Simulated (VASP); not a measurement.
A VASP calculation is set up with these files.

**KPOINTS**
```
Regular mesh
0
Gamma
6 6 4
0 0 0
```

**INCAR**
```
ISIF  =  2
ISMEAR  =  0
PREC  =  Accurate
LREAL  =  .FALSE.
ALGO  =  Normal
LCHARG  =  .FALSE.
SYSTEM  =  Na3P
NELM  =  100   ! most electronic steps
GGA  =  PS   ! PBEsol
EDIFF  =  1E-7   ! SCF stop (eV)
SIGMA  =  0.05   ! width (eV)
ENCUT  =  480
LWAVE  =  .FALSE.
LASPH  =  .TRUE.   ! aspherical one-centre terms
```

### POSCAR
```
Na3P
1
    5.0264410933     0.0000000000     0.0000000000
   -2.5132205466     4.3530260903     0.0000000000
    0.0000000000     0.0000000000     5.4305632133
Na P
3 1
Direct
  0.0000000000   0.0000000000   0.5000000000
  0.3333330000   0.6666670000   0.0000000000
  0.6666670000   0.3333330000   0.0000000000
  0.0000000000   0.0000000000   0.0000000000
```

POTCAR, in this order: Na_pv P (PBE.64 set). Program: vasp_std.

Task: Write an equivalent input for Ansatz.

Result: One equivalent input (not run):
Ansatz 0.2 input:
```yaml
crystal:
  lattice:
    - [5.0264411, 0.0000000, 0.0000000]
    - [-2.5132205, 4.3530261, 0.0000000]
    - [0.0000000, 0.0000000, 5.4305632]
  atoms:
    - { symbol: Na, position: [0.0000000, 0.0000000, 0.5000000] }
    - { symbol: Na, position: [0.3333330, 0.6666670, 0.0000000] }
    - { symbol: Na, position: [0.6666670, 0.3333330, 0.0000000] }
    - { symbol: P, position: [0.0000000, 0.0000000, 0.0000000] }
kpoints:
  mp_grid: { grid: [6, 6, 4] }
hamiltonian:
  xc: pbesol
  pseudopotentials: { kind: paw }
scf:
  occupations: { method: gaussian, width: 0.05 }
  max_iter: 100
output: { forces: true, stress: true, eigenvalues: true }
```
What does not carry over: each code has its own PAW files, so the cut-off isn't converted (ENCUT is set for VASP's; basis.ecutwfc is left out, and Ansatz then takes the one that its files recommend); Ansatz stops its SCF on the density residual and VASP on the energy change (EDIFF).

The structure was generated: Na3P was put into the Li3N type (P6/mmm), which need not be its known phase. This cell was strained or had an atom moved on purpose.
